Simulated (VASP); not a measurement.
VASP ran on this input.

### INCAR
```
# general
SYSTEM  = CaSe
PREC    = Accurate
ENCUT   = 480   # plane-wave cut-off (eV)
LREAL   = F   # projection in real space or not
LASPH   = T   # aspherical one-centre terms

# electronic loop
EDIFF   = 1E-7
NELM    = 100   # most electronic steps
ALGO    = Normal   # blocked Davidson
LMAXMIX = 4   # l cut-off of mixed one-centre charges
LMIXTAU = T

# smearing
ISMEAR  = 0
SIGMA   = 0.05   # width (eV)

# functional
METAGGA = R2SCAN

# ions
IBRION  = 2   # conjugate gradients
NSW     = 40   # most ionic steps
ISIF    = 3   # ions, shape and volume
EDIFFG  = -0.01   # ionic stop
PSTRESS = 300   # kbar

# output
LWAVE   = F
LCHARG  = F
```

**POSCAR**
```
CaSe
1.0
  0.0000000000   2.9711367130   2.9711367130
  2.9711367130   0.0000000000   2.9711367130
  2.9711367130   2.9711367130   0.0000000000
Ca Se
1 1
Cart
  0.0000000000   0.0000000000   0.0000000000
  2.9711367130   2.9711367130   2.9711367130
```

### KPOINTS
```
Automatic mesh
0
G
  8 8 8
0 0 0
```

POTCAR, in this order: Ca_sv Se (PBE.64 set). Program: vasp_std.

Problem. Write an equivalent input for Ansatz.

Solution. One equivalent input (not run):
Ansatz 0.2 input:
```yaml
crystal:
  lattice:
    - [0.0000000, 2.9711367, 2.9711367]
    - [2.9711367, 0.0000000, 2.9711367]
    - [2.9711367, 2.9711367, 0.0000000]
  atoms:
    - { symbol: Ca, position: [0.0000000, 0.0000000, 0.0000000] }
    - { symbol: Se, position: [0.5000000, 0.5000000, 0.5000000] }
kpoints:
  mp_grid: { grid: [8, 8, 8] }
hamiltonian:
  xc: r2scan
  pseudopotentials: { kind: paw }
scf:
  occupations: { method: gaussian, width: 0.05 }
  max_iter: 100
relax:
  max_steps: 40
  f_tol: 0.01
  cell: { p_target: 30 }
output: { forces: true, stress: true, eigenvalues: true }
```
Limits of the translation: each code has its own PAW files, so the cut-off isn't converted (ENCUT is set for VASP's; basis.ecutwfc is left out, and Ansatz then takes the one that its files recommend); Ansatz stops its SCF on the density residual and VASP on the energy change (EDIFF).

The compound is CaSe in the rock salt structure. This run relaxes it under an external pressure of 30 GPa. Symmetry was kept, so distortions that lower it aren't found.
